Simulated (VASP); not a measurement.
Output of a VASP run:

**OSZICAR**
```
       N       E                     dE             d eps       ncg     rms          rms(c)
DAV:   1     0.161071124896E+03    0.16107E+03   -0.11798E+04   320   0.136E+03
DAV:   2     0.124744101333E+01   -0.15982E+03   -0.15390E+03   424   0.251E+02
DAV:   3    -0.802561255729E+01   -0.92731E+01   -0.92648E+01   440   0.650E+01
DAV:   4    -0.832199107515E+01   -0.29638E+00   -0.29629E+00   576   0.903E+00
DAV:   5    -0.832583625863E+01   -0.38452E-02   -0.38452E-02   448   0.802E-01    0.144E+01
DAV:   6    -0.802576324029E+01    0.30007E+00   -0.76795E-01   400   0.494E+00    0.930E+00
DAV:   7    -0.801482515880E+01    0.10938E-01   -0.43865E-01   456   0.402E+00    0.188E+00
DAV:   8    -0.801000931705E+01    0.48158E-02   -0.65960E-02   400   0.149E+00    0.313E-01
DAV:   9    -0.801018472255E+01   -0.17541E-03   -0.21420E-03   480   0.294E-01    0.116E-01
DAV:  10    -0.801022762900E+01   -0.42906E-04   -0.29838E-04   416   0.142E-01    0.224E-02
DAV:  11    -0.801022394916E+01    0.36798E-05   -0.33550E-05   512   0.386E-02    0.237E-02
DAV:  12    -0.801022317915E+01    0.77001E-06   -0.23492E-06   328   0.989E-03
   1 F= -.80102232E+01 E0= -.80102232E+01  d E =-.801022E+01
       N       E                     dE             d eps       ncg     rms          rms(c)
DAV:   1    -0.805612601837E+01   -0.45902E-01   -0.98876E-01   424   0.711E+00    0.149E+00
DAV:   2    -0.802029598284E+01    0.35830E-01   -0.90046E-02   376   0.196E+00    0.510E-01
DAV:   3    -0.801299702893E+01    0.72990E-02   -0.21000E-02   544   0.895E-01    0.441E-01
DAV:   4    -0.801297605300E+01    0.20976E-04   -0.20345E-03   584   0.252E-01    0.283E-01
DAV:   5    -0.801314375232E+01   -0.16770E-03   -0.88552E-04   520   0.153E-01    0.301E-02
DAV:   6    -0.801313542543E+01    0.83269E-05   -0.36014E-05   456   0.443E-02    0.139E-02
DAV:   7    -0.801313504210E+01    0.38333E-06   -0.41450E-06   464   0.166E-02
   2 F= -.80131350E+01 E0= -.80131350E+01  d E =-.291186E-02
```

**OUTCAR**
```
------------------------ aborting loop because EDIFF is reached ----------------------------------------
  FORCE on cell =-STRESS in cart. coord.  units (eV):
  Direction    XX          YY          ZZ          XY          YZ          ZX
  --------------------------------------------------------------------------------------
  Total       -0.0088115     -0.0088115     -0.0088115      0.0000000      0.0000000      0.0000000
  in kB       -0.1674294     -0.1674294     -0.1674294      0.0000000      0.0000000      0.0000000
  external PRESSURE =      -0.1674294 kB  Pullay stress =       0.0000000 kB
  volume of cell :       84.32
      direct lattice vectors                 reciprocal lattice vectors
     0.000000000  3.480432558  3.480432558    -0.143660304  0.143660304  0.143660304
     3.480432558 -0.000000000  3.480432558     0.143660304 -0.143660304  0.143660304
     3.480432558  3.480432558 -0.000000000     0.143660304  0.143660304 -0.143660304
 POSITION                                       TOTAL-FORCE (eV/Angst)
 -----------------------------------------------------------------------------------
      0.00000      0.00000      0.00000         0.000000      0.000000      0.000000
      1.74022      1.74022      1.74022         0.000000     -0.000000      0.000000
      5.22065      5.22065      5.22065        -0.000000      0.000000     -0.000000
 -----------------------------------------------------------------------------------
    total drift:                                0.000000      0.000000      0.000000
  FREE ENERGIE OF THE ION-ELECTRON SYSTEM (eV)
  ---------------------------------------------------
  free  energy   TOTEN  =        -8.0131350421 eV

  energy  without entropy=       -8.0131350421  energy(sigma->0) =       -8.01313504

 reached required accuracy - stopping structural energy minimisation
```
(Selected blocks of OUTCAR.)

**POSCAR**
```
SrCl2
1
    0.0000000000     3.4604136042     3.4604136042
    3.4604136042     0.0000000000     3.4604136042
    3.4604136042     3.4604136042    -0.0000000000
Sr Cl
1 2
Direct
  1.0000000000   0.0000000000   1.0000000000
  0.2500000000   0.2500000000   0.2500000000
  0.7500000000   0.7500000000   0.7500000000
```

Question: Reconstruct the remaining input files.

Answer: This is not unique; one that fits is the input of the run itself, rev-vdW-DF2, plane waves, VASP's PBE PAW potentials (set 64).

### INCAR
```
! general
SYSTEM    =  SrCl2
PREC      =  Accurate
ENCUT     =  520   ! plane-wave cut-off (eV)
LREAL     =  F
LASPH     =  T

! electronic loop
EDIFF     =  1E-6   ! SCF stop (eV)
NELM      =  100   ! most electronic steps
ALGO      =  Normal
LMAXMIX   =  4   ! l cut-off of mixed one-centre charges

! smearing
ISMEAR    =  0   ! Gaussian
SIGMA     =  0.05   ! width (eV)

! functional
GGA       =  MK
LUSE_VDW  =  T
AGGAC     =  0.0
PARAM1    =  0.1234568
PARAM2    =  0.7114
ZAB_VDW   =  -1.8867

! ions
IBRION    =  2   ! conjugate gradients
NSW       =  60   ! most ionic steps
ISIF      =  3
EDIFFG    =  -0.02   ! ionic stop

! output
LWAVE     =  F
LCHARG    =  F
```

### KPOINTS
```
Automatic mesh
0
Gamma
5 5 5
0 0 0
```

POTCAR, in this order: Sr_sv Cl (PBE.64 set). Program: vasp_std.

The compound is SrCl2 in the fluorite structure. This run relaxes it. Symmetry was kept, so distortions that lower it aren't found.
